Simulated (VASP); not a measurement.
# ZnGeSb2 with PBE: from relaxation to properties, part 4 of 6

What structure does ZnGeSb2 take at this level, and what are its properties? The cell is invented: it takes the structure of a Materials Project entry for ZnGeP2 (space group 115 there), with some of its atoms replaced by other elements, volume scaled by an estimate. It may not be a known or stable phase.

VASP 6.6.1, plane waves and PAW; the level of theory is named at each step.

Still holding for the runs below: The k-mesh is coarse for a metal. Spin-orbit coupling is off here; with elements this heavy it splits and shifts levels by tenths of an eV or more.

So far. Step 5 (Band structure (PBE)): There is no gap at this level. Step 6 (Total and projected DOS (PBE)): The finer mesh and the other smearing move the Fermi level by -0.09 eV from the 6×6×5 run, one measure of the sampling error in the zero of the bands above.

### 7. Bands along the symmetry lines (TB-mBJ)

This step: TB-mBJ; plane waves and PAW (Sb, Ge_d, Zn); invented cell (VASP 6.6.1).

Levels along the symmetry lines show where the bands peak and cross; KPOINTS_OPT computes them in the converged potential. TB-mBJ is a local potential fitted to gaps: it costs far less than a hybrid but gives no energy.

INCAR reads:

```
SYSTEM = ZnGeSb2
PREC = Accurate
ENCUT = 410
EDIFF = 1E-06
NELM = 150
ISMEAR = 0
SIGMA = 0.05
LREAL = .FALSE.
ALGO = Normal
METAGGA = MBJ
LASPH = .TRUE.
NBANDS = 32
LORBIT = 11
LWAVE = .FALSE.
LCHARG = .FALSE.
KPAR = 2
```

POSCAR reads:

```
ZnGeSb2
1.0
    4.3849205807      0.0000000000      0.0000000000
    0.0000000000      4.3849205807      0.0000000000
    0.0000000000      0.0000000000      6.1358124824
Sb Ge Zn
2 1 1
Direct
    0.0000000000      0.5000000000      0.2382535967
    0.5000000000      0.0000000000      0.7617464033
    0.5000000000      0.5000000000      0.5000000000
    0.0000000000      0.0000000000      0.0000000000
```

KPOINTS reads:

```
Automatic mesh
0
Gamma
6 6 5
0 0 0
```

KPOINTS_OPT reads:

```
Line mode
16
Line-mode
Reciprocal
  0.00000000   0.00000000   0.00000000 GAMMA
  0.00000000   0.50000000   0.00000000 X

  0.00000000   0.50000000   0.00000000 X
  0.50000000   0.50000000   0.00000000 M

  0.50000000   0.50000000   0.00000000 M
  0.00000000   0.00000000   0.00000000 GAMMA

  0.00000000   0.00000000   0.00000000 GAMMA
  0.00000000   0.00000000   0.50000000 Z

  0.00000000   0.00000000   0.50000000 Z
  0.00000000   0.50000000   0.50000000 R

  0.00000000   0.50000000   0.50000000 R
  0.50000000   0.50000000   0.50000000 A

  0.50000000   0.50000000   0.50000000 A
  0.00000000   0.00000000   0.50000000 Z

  0.00000000   0.50000000   0.00000000 X
  0.00000000   0.50000000   0.50000000 R

  0.50000000   0.50000000   0.00000000 M
  0.50000000   0.50000000   0.50000000 A
```

The projector-augmented-wave data sets are Sb, Ge_d and Zn (PBE family, release 64).

Command:

```
$ mpirun -np 2 vasp_std
```

Output:

```text
[banner, memory and clock lines left out]
running    2 mpi-ranks, on    1 nodes
 distrk:  each k-point on    1 cores,    2 groups
 distr:  one band on    1 cores,    1 groups

 POSCAR found type information on POSCAR SbGeZn
 POSCAR found :  3 types and       4 ions
|                                                                             |
|               ----> ADVICE to this user running VASP <----                  |
|                                                                             |
|     You enforced a specific xc type in the INCAR file but a different       |
|     [... a line on the potential file left out ...]
|     I HOPE YOU KNOW WHAT YOU ARE DOING!                                     |
|                                                                             |

 LDA part: xc-table for (None), standard interpolation
 POSCAR, INCAR and KPOINTS ok, starting setup
 FFT: planning ... GRIDC
 FFT: planning ... GRID_SOFT
 FFT: planning ... GRID
 WAVECAR not read
 entering main loop
       N       E                     dE             d eps       ncg     rms          rms(c)
DAV:   1     0.108191468333E+04    0.10819E+04   -0.13575E+04  2272   0.143E+03
DAV:   2     0.859548821687E+03   -0.22237E+03   -0.21106E+03  1984   0.454E+02
DAV:   3     0.824588395116E+03   -0.34960E+02   -0.34696E+02  2336   0.109E+02
DAV:   4     0.823115783908E+03   -0.14726E+01   -0.14721E+01  2208   0.246E+01
DAV:   5     0.823085273637E+03   -0.30510E-01   -0.30509E-01  2304   0.393E+00    0.700E+00
DAV:   6     0.824168459440E+03    0.10832E+01   -0.21002E+01  2440   0.637E+01    0.849E+00
DAV:   7     0.825222661183E+03    0.10542E+01   -0.29311E+00  2208   0.168E+01    0.346E+00
DAV:   8     0.825559854730E+03    0.33719E+00   -0.45597E-01  2240   0.919E+00    0.175E+00
DAV:   9     0.825891787018E+03    0.33193E+00   -0.20772E-01  2176   0.241E+00    0.101E+00
DAV:  10     0.826356691886E+03    0.46490E+00   -0.63840E-02  2128   0.150E+00    0.451E-01
DAV:  11     0.826453833623E+03    0.97142E-01   -0.21300E-02  2304   0.106E+00    0.357E-01
DAV:  12     0.826498808696E+03    0.44975E-01   -0.40447E-03  2192   0.365E-01    0.256E-01
DAV:  13     0.826579816325E+03    0.81008E-01   -0.35279E-03  2264   0.615E-01    0.700E-02
DAV:  14     0.826519641920E+03   -0.60174E-01   -0.26002E-03  2160   0.305E-01    0.116E-01
DAV:  15     0.826596902030E+03    0.77260E-01   -0.19554E-03  2160   0.291E-01    0.103E-01
DAV:  16     0.826579394531E+03   -0.17507E-01   -0.10467E-03  2176   0.192E-01    0.131E-02
DAV:  17     0.826578022005E+03   -0.13725E-02   -0.18858E-04  2120   0.691E-02    0.236E-02
DAV:  18     0.826573157190E+03   -0.48648E-02   -0.19314E-05  2192   0.246E-02    0.139E-02
DAV:  19     0.826560430026E+03   -0.12727E-01   -0.40389E-05  2104   0.435E-02    0.115E-02
DAV:  20     0.826562750640E+03    0.23206E-02   -0.23899E-05  2248   0.388E-02    0.531E-03
DAV:  21     0.826562632278E+03   -0.11836E-03   -0.46153E-06  2128   0.104E-02    0.309E-03
DAV:  22     0.826562509706E+03   -0.12257E-03   -0.83697E-07  1808   0.382E-03    0.282E-03
DAV:  23     0.826561685401E+03   -0.82431E-03   -0.29569E-07  1224   0.355E-03    0.103E-03
DAV:  24     0.826561335415E+03   -0.34999E-03   -0.16184E-07  1112   0.189E-03    0.942E-04
DAV:  25     0.826561279655E+03   -0.55760E-04   -0.42457E-08  1096   0.164E-03    0.547E-04
DAV:  26     0.826561304079E+03    0.24424E-04   -0.74574E-08  1080   0.141E-03    0.513E-04
DAV:  27     0.826561450523E+03    0.14644E-03   -0.16151E-08  1048   0.667E-04    0.629E-04
DAV:  28     0.826561308631E+03   -0.14189E-03   -0.44913E-09  1032   0.511E-04    0.308E-04
DAV:  29     0.826561261426E+03   -0.47205E-04   -0.50338E-09  1032   0.362E-04    0.183E-04
DAV:  30     0.826561243819E+03   -0.17607E-04   -0.64819E-10  1032   0.149E-04    0.131E-04
DAV:  31     0.826561212110E+03   -0.31709E-04   -0.77353E-10  1016   0.162E-04    0.620E-05
DAV:  32     0.826561192448E+03   -0.19661E-04   -0.44373E-10  1008   0.101E-04    0.377E-05
DAV:  33     0.826561187109E+03   -0.53389E-05   -0.14099E-10  1008   0.642E-05    0.327E-05
DAV:  34     0.826561183222E+03   -0.38870E-05   -0.57524E-11  1008   0.567E-05    0.249E-05
DAV:  35     0.826561175363E+03   -0.78594E-05   -0.87301E-11  1008   0.442E-05    0.999E-06
DAV:  36     0.826561174638E+03   -0.72474E-06   -0.35446E-11  1008   0.299E-05
   1 F= 0.82656117E+03 E0= 0.82656171E+03  d E =-.107748E-02
 Start KPOINTS_OPT (optional k-point list driver)
k-point batch [1-30\144]
       N       E                     dE             ncg
DAV:   1     0.544806302101E+03   -0.16770E+05     2296
DAV:   2    -0.638992273544E+04   -0.69347E+04     1952
DAV:   3    -0.746619484192E+04   -0.10763E+04     2272
DAV:   4    -0.751335407454E+04   -0.47159E+02     2232
DAV:   5    -0.751436254520E+04   -0.10085E+01     2256
DAV:   6    -0.751439820457E+04   -0.35659E-01     2256
DAV:   7    -0.751440018487E+04   -0.19803E-02     2408
DAV:   8    -0.751440026253E+04   -0.77654E-04     2328
DAV:   9    -0.751440026624E+04   -0.37140E-05     1656
DAV:  10    -0.751440026650E+04   -0.25758E-06     1528
[...]
k-point batch [121-144\144]
       N       E                     dE             ncg
DAV:   1     0.468591903477E+04   -0.22993E+05     1840
DAV:   2    -0.760775547153E+03   -0.54467E+04     1560
DAV:   3    -0.160129288300E+04   -0.84052E+03     1840
DAV:   4    -0.163767998572E+04   -0.36387E+02     1864
DAV:   5    -0.163843944984E+04   -0.75946E+00     1792
DAV:   6    -0.163846480549E+04   -0.25356E-01     1880
DAV:   7    -0.163846611891E+04   -0.13134E-02     1808
DAV:   8    -0.163846619583E+04   -0.76919E-04     1856
DAV:   9    -0.163846620040E+04   -0.45730E-05     1400
DAV:  10    -0.163846620064E+04   -0.23979E-06     1208
```

Elapsed: 97 s, on 2 MPI ranks of Intel Xeon 6975P-C (Granite Rapids), shared host; peak memory 0.55 GiB; 3.2 min of CPU time.

OUTCAR, selected parts (step 7):

```text
   NELECT =      36.0000    total number of electrons

 E-fermi :   4.2151

 k-point     1 :       0.0000    0.0000    0.0000
  band No.  band energies     occupation
    ...
     13      -2.5140      2.00000
     14       1.4937      2.00000
     15       1.4937      2.00000
     16       3.9321      2.00000
     17       4.0519      2.00000
     18       4.3202      0.00296
     19       4.3202      0.00296
     20       5.5824      0.00000
     21       6.6312      0.00000
     22       6.9444      0.00000
    ...

  Total     -134.3199136   -134.3199136   -133.0145209      0.0000000      0.0000000      0.0000000
  in kB    -1824.1285633  -1824.1285633  -1806.4007077      0.0000000      0.0000000      0.0000000
  external PRESSURE =   -1818.2192781 kB  Pullay stress =       0.0000000 kB

 POSITION                                       TOTAL-FORCE (eV/Angst)
 -----------------------------------------------------------------------------------
      0.00000      2.19246      1.46188        -0.000000      0.000000     -1.187719
      2.19246      0.00000      4.67393         0.000000      0.000000      1.187719
      2.19246      2.19246      3.06791         0.000000     -0.000000      0.000000
      0.00000      0.00000      0.00000         0.000000      0.000000      0.000000
 -----------------------------------------------------------------------------------
    total drift:                                0.000000      0.000000      0.000000

  FREE ENERGIE OF THE ION-ELECTRON SYSTEM (eV)
  ---------------------------------------------------
  free  energy   TOTEN  =       826.5611746382 eV

  energy  without entropy=      826.5622521162  energy(sigma->0) =      826.56171338

[... 8 parts as in an earlier step ...]

[... 9 further parts left out ...]
```

This functional is a potential without an energy, so its energies, forces and stress mean nothing and are not read. The PAW data sets were made with PBE, which is usual practice but a small mismatch for other functionals.

This step gave:

```yaml
scf_cycles: 36
irreducible_k_points: 30
fermi_energy: 4.215 eV
```

The electronic bands at the labelled points (eV, zero at the Fermi level; # counts the bands kept, so #1 is VASP's band 8):

```
          point     #8     #9    #10    #11    #12   #13   #14   #15
              Γ  -2.72  -0.28  -0.16   0.11   0.11  1.37  2.42  2.73
0.53 of the way  -2.56  -2.39  -1.46  -0.16   0.89  2.78  3.11  3.53
              X  -3.23  -2.79  -1.99  -0.52   1.16  3.52  3.62  3.91
0.53 of the way  -3.18  -2.69  -2.60  -1.56   1.30  2.43  2.74  3.43
              M  -3.26  -2.51  -2.51  -1.59   0.43  1.66  1.66  2.48
0.53 of the way  -3.23  -2.72  -1.52  -1.18   1.45  2.42  3.62  4.40
              Γ  -2.72  -0.28  -0.16   0.11   0.11  1.37  2.42  2.73
0.53 of the way  -2.52  -1.95  -0.54  -0.54   0.69  1.43  3.11  3.43
              Z  -2.28  -2.28  -1.04  -1.04   1.10  1.13  3.68  3.75
0.53 of the way  -2.10  -1.99  -1.35  -0.75   0.93  2.93  3.06  3.60
              R  -1.95  -1.56  -0.74  -0.44  -0.28  2.08  3.05  3.46
0.47 of the way  -3.43  -2.08  -2.03  -1.32   1.52  2.97  3.10  4.47
              A  -3.74  -2.99  -2.99  -2.42   2.64  4.00  4.00  4.17
0.47 of the way  -3.33  -2.86  -1.22  -1.07   1.67  2.35  4.04  4.16
              Z  -2.28  -2.28  -1.04  -1.04   1.10  1.13  3.68  3.75
      jump to X  -3.23  -2.79  -1.99  -0.52   1.16  3.52  3.62  3.91
0.47 of the way  -2.62  -1.97  -1.82  -0.49   0.71  3.15  3.33  3.52
              R  -1.95  -1.56  -0.74  -0.44  -0.28  2.08  3.05  3.46
      jump to M  -3.26  -2.51  -2.51  -1.59   0.43  1.66  1.66  2.48
0.47 of the way  -3.50  -2.74  -2.74  -1.98   1.17  2.40  2.40  3.36
              A  -3.74  -2.99  -2.99  -2.42   2.64  4.00  4.00  4.17
```

Of the projections kept (Sb, Ge, Zn), the largest for each band there; the rest of the weight can lie on other orbitals:

```
point       #8       #9      #10      #11      #12      #13      #14      #15
    Γ  Sb 0.55  Sb 0.54  Sb 0.60  Sb 0.72  Sb 0.72  Sb 0.52  Zn 0.57  Ge 0.45
    X  Sb 0.58  Sb 0.56  Sb 0.51  Sb 0.72  Sb 0.54  Zn 0.50  Ge 0.50  Sb 0.58
    M  Sb 0.51  Sb 0.59  Sb 0.59  Sb 0.70  Sb 0.59  Sb 0.45  Sb 0.45  Zn 0.56
    Γ  Sb 0.55  Sb 0.54  Sb 0.60  Sb 0.72  Sb 0.72  Sb 0.52  Zn 0.57  Ge 0.45
    Z  Sb 0.50  Sb 0.50  Sb 0.71  Sb 0.71  Sb 0.64  Ge 0.64  Zn 0.51  Sb 0.50
    R  Sb 0.51  Sb 0.55  Sb 0.65  Sb 0.72  Sb 0.57  Zn 0.48  Sb 0.48  Ge 0.48
```

There is no gap at this level.

(Part 4 of 6 ends here.)

[Lines on the potential files, build, host, timing and source positions are cut from VASP's logs without a mark.]

[Logs are printed without paths, hosts, clocks, repeated set-up lines and the standing remarks that a program may print on its own settings, such as how far it seeks lower states.]

[Hosts, paths, dates, database ids (printed as entryN), source tags and the programs' standing remarks are cut or masked in the printed files.]

[A measured line is paired with the nearest computed mode of its activity, which favours agreement.]
